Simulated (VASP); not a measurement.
Calculation: PBE GGA with D3 dispersion (zero damping), VASP's PBE PAW potentials (set 64) (plane waves; VASP).

VASP ran on this input.

**KPOINTS**
```
K-points
0
gamma
 12 12 10
0 0 0
```

**POSCAR**
```
TiB2
1.0
  1.4904321098  -2.5815041652   0.0000000000
  1.4904321098   2.5815041652   0.0000000000
  0.0000000000   0.0000000000   3.1604641743
Ti B
1 2
Cartesian
  0.0000000000   0.0000000000   0.0000000000
  1.4904321098   0.8605031094   1.5802320871
  1.4904321098  -0.8605031094   1.5802320871
```

### INCAR
```
ALGO  =  Normal
EDIFF  =  1E-7
EDIFFG  =  -0.01
ENCUT  =  520
GGA  =  PE
IBRION  =  2
ISIF  =  4
ISMEAR  =  1
IVDW  =  11
LASPH  =  .TRUE.
LCHARG  =  .FALSE.
LMAXMIX  =  4
LREAL  =  .FALSE.
LWAVE  =  .FALSE.
NELM  =  100
NSW  =  30
PREC  =  Accurate
SIGMA  =  0.1
SYSTEM  =  TiB2
```

POTCAR, in this order: Ti_sv B (PBE.64 set). Program: vasp_std.

The resulting files:

File OUTCAR:
```
 ion  position               nearest neighbor table
   1  0.000  0.000  0.000-   2 2.34   3 2.34   2 2.34   3 2.34   3 2.34   3 2.34   2 2.34   2 2.34
                             3 2.34   3 2.34   2 2.34   2 2.34
   2  0.333  0.667  0.500-   3 1.72   3 1.72   3 1.72   1 2.34   1 2.34   1 2.34   1 2.34   1 2.34
                             1 2.34
   3  0.667  0.333  0.500-   2 1.72   2 1.72   2 1.72   1 2.34   1 2.34   1 2.34   1 2.34   1 2.34
                             1 2.34
  LATTYP: Found a hexagonal cell.
 ALAT       =     2.9808642419
 C/A-ratio  =     1.0602509601
 Subroutine PRICEL returns:
 Original cell was already a primitive cell.
 Subroutine GETGRP returns: Found 24 space group operations
The static configuration has the point symmetry D_6h.
The dynamic configuration has the point symmetry D_6h.
 Subroutine INISYM returns: Found 24 space group operations
 Subroutine IBZKPT returns following result:
 Found    114 irreducible k-points:

 Following reciprocal coordinates:
            Coordinates               Weight
  0.000000  0.000000  0.000000      1.000000
  0.083333  0.000000  0.000000      6.000000
  0.166667 -0.000000  0.000000      6.000000
  0.250000  0.000000  0.000000      6.000000
...
```

OSZICAR:
```
       N       E                     dE             d eps       ncg     rms          rms(c)
DAV:   1     0.128415206061E+03    0.12842E+03   -0.93803E+03  2964   0.160E+03
DAV:   2    -0.198485745488E+02   -0.14826E+03   -0.14439E+03  3044   0.396E+02
DAV:   3    -0.292714519925E+02   -0.94229E+01   -0.93107E+01  4323   0.939E+01
DAV:   4    -0.295811892445E+02   -0.30974E+00   -0.30923E+00  3758   0.157E+01
DAV:   5    -0.295903429090E+02   -0.91537E-02   -0.91533E-02  4377   0.235E+00    0.180E+01
DAV:   6    -0.243119457411E+02    0.52784E+01   -0.25388E+01  3898   0.610E+01    0.415E+00
DAV:   7    -0.243586769343E+02   -0.46731E-01   -0.15215E+00  3243   0.146E+01    0.364E+00
DAV:   8    -0.243707880482E+02   -0.12111E-01   -0.14646E-01  4361   0.338E+00    0.667E-01
DAV:   9    -0.243665209401E+02    0.42671E-02   -0.50045E-02  3971   0.302E+00    0.264E-01
DAV:  10    -0.243659225653E+02    0.59837E-03   -0.50829E-03  3708   0.103E+00    0.914E-02
DAV:  11    -0.243658805091E+02    0.42056E-04   -0.19865E-04  4061   0.183E-01    0.569E-02
DAV:  12    -0.243658664613E+02    0.14048E-04   -0.10770E-04  3770   0.139E-01    0.101E-02
DAV:  13    -0.243658651651E+02    0.12962E-05   -0.10658E-05  3683   0.457E-02    0.307E-03
DAV:  14    -0.243658652642E+02   -0.99179E-07   -0.22516E-07  2869   0.617E-03
   1 F= -.25290288E+02 E0= -.25290042E+02  d E =-.252903E+02
       N       E                     dE             d eps       ncg     rms          rms(c)
DAV:   1    -0.243670000712E+02   -0.11349E-02   -0.44786E-02  3219   0.347E+00    0.211E-01
DAV:   2    -0.243665086766E+02    0.49139E-03   -0.24421E-03  3101   0.531E-01    0.122E-01
DAV:   3    -0.243662823717E+02    0.22630E-03   -0.25953E-04  3451   0.219E-01    0.360E-02
DAV:   4    -0.243662606648E+02    0.21707E-04   -0.47233E-05  3595   0.858E-02    0.537E-03
DAV:   5    -0.243662600035E+02    0.66128E-06   -0.38949E-06  3161   0.249E-02    0.234E-03
DAV:   6    -0.243662599493E+02    0.54290E-07   -0.16645E-07  2416   0.547E-03
   2 F= -.25290635E+02 E0= -.25290395E+02  d E =-.346754E-03
```

**OUTCAR**
```
------------------------ aborting loop because EDIFF is reached ----------------------------------------
 Edisp (eV)   -0.92438
  FORCE on cell =-STRESS in cart. coord.  units (eV):
  Direction    XX          YY          ZZ          XY          YZ          ZX
  --------------------------------------------------------------------------------------
  Total       1.30471     1.30471     1.30986     0.00000     0.00000     0.00000
  in kB      85.95270    85.95270    86.29166     0.00000     0.00000     0.00000
  external pressure =       86.07 kB  Pullay stress =        0.00 kB
  volume of cell :       24.32
      direct lattice vectors                 reciprocal lattice vectors
     1.492501944 -2.585089224 -0.000000000     0.335007939 -0.193416922 -0.000000000
     1.492501944  2.585089224 -0.000000000     0.335007939  0.193416922 -0.000000000
     0.000000000 -0.000000000  3.151704251     0.000000000  0.000000000  0.317288654
 POSITION                                       TOTAL-FORCE (eV/Angst)
 -----------------------------------------------------------------------------------
      0.00000      0.00000      0.00000        -0.000000      0.000000      0.000000
      1.49250      0.86170      1.57585         0.000000      0.000000     -0.000000
      1.49250     -0.86170      1.57585        -0.000000     -0.000000      0.000000
 -----------------------------------------------------------------------------------
    total drift:                                0.000000     -0.000000      0.000000
  FREE ENERGIE OF THE ION-ELECTRON SYSTEM (eV)
  ---------------------------------------------------
  free  energy   TOTEN  =       -25.2906349926 eV

  energy  without entropy=      -25.2899135706  energy(sigma->0) =      -25.29039452

 reached required accuracy - stopping structural energy minimisation
```
(Selected blocks of OUTCAR.)

### CONTCAR
```
TiB2
   1.00000000000000
     1.4925019439052449   -2.5850892242442489   -0.0000000000000000
     1.4925019439052449    2.5850892242442489   -0.0000000000000000
     0.0000000000000000   -0.0000000000000000    3.1517042506158592
  Ti              B
     1     2
Direct
     0.0000000000000000    0.0000000000000000    0.0000000000000000
     0.3333330000000032    0.6666669999999968    0.5000000000000000
     0.6666669999999968    0.3333330000000032    0.5000000000000000
```

OUTCAR:
```
 val. band max:       10.6145895355   @ k =   0.0000   0.0000   0.2000

 cond. band min:      10.6402633543   @ k =   0.1667   0.1667   0.2000


 Fermi energy:        10.6174560324

 k-point     1 :       0.0000    0.0000    0.0000
  band No.  band energies     occupation
      1     -46.2173      2.00000
      2     -22.5723      2.00000
      3     -22.2381      2.00000
      4     -22.2381      2.00000
      5      -3.1927      2.00000
      6       7.8142      2.00000
      7       7.8142      2.00000
      8       8.3618      2.00000
      9       8.3738      2.00000
     10      12.6507      0.00000
     11      12.6507      0.00000
     12      14.5652      0.00000
     13      14.5652      0.00000

 k-point     2 :       0.0833    0.0000    0.0000
  band No.  band energies     occupation
      1     -46.2128      2.00000
      2     -22.5668      2.00000
      3     -22.2712      2.00000
      4     -22.2455      2.00000
      5      -3.0538      2.00000
      6       7.4304      2.00000
      7       7.7966      2.00000
      8       8.2350      2.00000
      9       8.4420      2.00000
     10      12.6082     -0.00000
     11      12.9032      0.00000
     12      13.9892      0.00000
     13      14.0825      0.00000

 k-point     3 :       0.1667   -0.0000    0.0000
  band No.  band energies     occupation
      1     -46.2007      2.00000
      2     -22.5517      2.00000
      3     -22.3609      2.00000
      4     -22.2658      2.00000
      5      -2.6460      2.00000
      6       6.4452      2.00000
      7       7.7278      2.00000
      8       7.9509      2.00000
      9       8.5942      2.00000
     10      12.4941     -0.00000
     11      13.1950      0.00000
     12      13.5124      0.00000
     13      13.5129      0.00000

 k-point     4 :       0.2500    0.0000    0.0000
  band No.  band energies     occupation
      1     -46.1841      2.00000
      2     -22.5309      2.00000
      3     -22.4815      2.00000
...
```

The compound is TiB2 in the AlB2 type structure. This cell is one point of a volume scan, at 0.97 of the reference volume. Symmetry was kept, so distortions that lower it aren't found.
